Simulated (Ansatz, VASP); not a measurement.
Given: the input of a run of VASP 6.6.1 on BeRu3.

File INCAR:

```
ALGO = Normal ; EDIFF = 1E-7
ENCUT = 520 ; GGA = PE
ISIF = 2 ; ISMEAR = -1
LASPH = T ; LCHARG = F
LREAL = F ; LWAVE = F
NBANDS = 30 ; NELM = 60
PREC = Accurate ; SIGMA = 0.05
```

Contents of KPOINTS:

```
k-points
0
Gamma
  10 10 10
```

The input POSCAR:

```
BeRu3
1.0
   -1.8057610000      1.8057610000      3.9533950000
    1.8057610000     -1.8057610000      3.9533950000
    1.8057610000      1.8057610000     -3.9533950000
Ru Be
3 1
Direct
    0.5000000000      0.5000000000      0.0000000000
    0.2500000000      0.7500000000      0.5000000000
    0.7500000000      0.2500000000      0.5000000000
    0.0000000000      0.0000000000      0.0000000000
```

Potentials or basis: VASP PAW PBE potentials, release 64 (Ru_pv, Be).

Command:

```bash
$ cat potpaw_PBE.64/Ru_pv/POTCAR potpaw_PBE.64/Be/POTCAR > POTCAR
$ mpirun -np 1 vasp_std > vasp.out
```

Task: Set up the same calculation for Ansatz 0.2.0. Potentials there: Ansatz PAW.

Result: As run (the cutoff follows the program's own potentials):

File input.yaml:

```yaml
crystal:
  lattice:
    - [-1.805761, 1.805761, 3.953395]
    - [1.805761, -1.805761, 3.953395]
    - [1.805761, 1.805761, -3.953395]
  atoms:
    - { symbol: Ru, position: [0.5, 0.5, 0.0] }
    - { symbol: Ru, position: [0.25, 0.75, 0.5] }
    - { symbol: Ru, position: [0.75, 0.25, 0.5] }
    - { symbol: Be, position: [0.0, 0.0, 0.0] }
hamiltonian:
  xc: pbe
  pseudopotentials: { kind: paw }
kpoints:
  mp_grid: { grid: [10, 10, 10] }
scf:
  occupations: { method: fermi_dirac, width: 0.05 }
output:
  forces: true
  stress: true
  eigenvalues: true
```

Potentials or basis: Ansatz PAW.

The run is started by

```console
$ ansatz run input.yaml --threads 2 --pin off --max-ram 5120MiB --backend cpu --events-out ev --progress --plain --runs-dir out
```

Both were run:

|  | VASP | Ansatz | Ansatz less VASP |
| --- | --- | --- | --- |
| gap on the k mesh at the Fermi level (eV) | none | none | - |
| pressure (GPa) | -2.2 | -2.2 | +0.02 |
| largest component of the traceless stress (GPa) | 0.40 | 0.42 | +0.021 |

A gap of «none» marks a metal or a gap that the smearing closes. The two sets of potentials don't hold the same shells in valence.
